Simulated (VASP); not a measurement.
```
CELL_PARAMETERS angstrom
      4.12457     0.00000     0.00000
      0.00000     4.12457     0.00000
      0.00000     0.00000     4.12457
ATOMIC_POSITIONS crystal
  Cs 0.00000 0.00000 0.00000
  Cl 0.50000 0.50000 0.50000
```

All values below come from vdW-DF-cx, VASP's PBE PAW potentials (set 64) (plane waves; VASP 6.6.1). Numerical set-up: 520 eV cut-off, 7×7×7 Γ-centred mesh, Gaussian smearing of 0.050 eV, potentials Cs_sv Cl.

Unless said otherwise, spin-orbit coupling is left out, though it shifts the bands of the heavy elements here.

Problem. What does the run give for the energy per atom (σ→0), band gap (on the k-mesh) with the smallest direct gap where there is one?

Solution. 
```yaml
band gap (on the k-mesh): 5.26 eV
smallest direct gap (on the k-mesh): 5.26 eV
energy per atom (σ→0): -1.096 eV/atom
```

The compound is CsCl in the CsCl type structure. This cell is one point of a volume scan, at 1.03 of the reference volume.
